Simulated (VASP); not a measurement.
Consider the following.

```yaml
crystal:
  lattice:
    - [1.45050, -2.51234, 0.00000]
    - [1.45050, 2.51234, 0.00000]
    - [0.00000, 0.00000, 2.83187]
  atoms:
    - { symbol: W, position: [0.00000, 0.00000, 0.00000] }
    - { symbol: C, position: [0.33333, 0.66667, 0.50000] }
```

Method: PBEsol GGA, VASP's PBE PAW potentials (set 64) (plane waves; VASP). Run with 620 eV cut-off, 14×14×13 Γ-centred mesh, first-order Methfessel-Paxton smearing of 0.10 eV, potentials W_sv C.

Unless said otherwise, spin-orbit coupling is left out, though it shifts the bands of the heavy elements here.

Estimate the energy per atom (σ→0), band gap (on the k-mesh) with the smallest direct gap where there is one.

| Item | Result |
|---|---|
| band gap (on the k-mesh) | none (metal, semimetal or under 0.01 eV) |
| energy per atom (σ→0) | -11.951 eV/atom |

The compound is WC in the wc structure. It was relaxed first.
